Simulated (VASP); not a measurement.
K:

```
K
1.0
    -2.61800    2.61800    2.61800
     2.61800   -2.61800    2.61800
     2.61800    2.61800   -2.61800
K
1
Direct
  0.00000 0.00000 0.00000
```

```yaml
Program: VASP 6.6.1
Task: relaxation of cell and atoms
Functional: r2SCAN
Potentials_or_basis: VASP PAW PBE potentials, release 64 (K_sv)
Cutoff: 600 eV
k_mesh: 12 × 12 × 12
Occupations: gaussian, width 0.1 eV
Spin: no spin polarisation
```

At the start: pressure 0.2 GPa; volume 71.77 Å³/atom.

Q: Where does the relaxation end?

A: Over 3 steps the energy falls by 3.4 meV/atom and the volume is 76.22 Å³/atom (+6.2 %); space group Im-3m (No. 229, to 0.05 Å).

Step by step:
```csv
step,energy change (eV),largest force (eV/Å),pressure (GPa),volume (Å³)
1,0.0000,0.0000,0.25,71.77
2,-0.0015,0.0000,0.18,72.93
3,-0.0034,0.0000,0.00,76.22
```

Final structure:
```
K
1.0
    -2.67103    2.67103    2.67103
     2.67103   -2.67103    2.67103
     2.67103    2.67103   -2.67103
K
1
Direct
  0.00000 0.00000 0.00000
```

Caveat: the PAW data sets were made with another functional, which shifts forces and pressure a little.
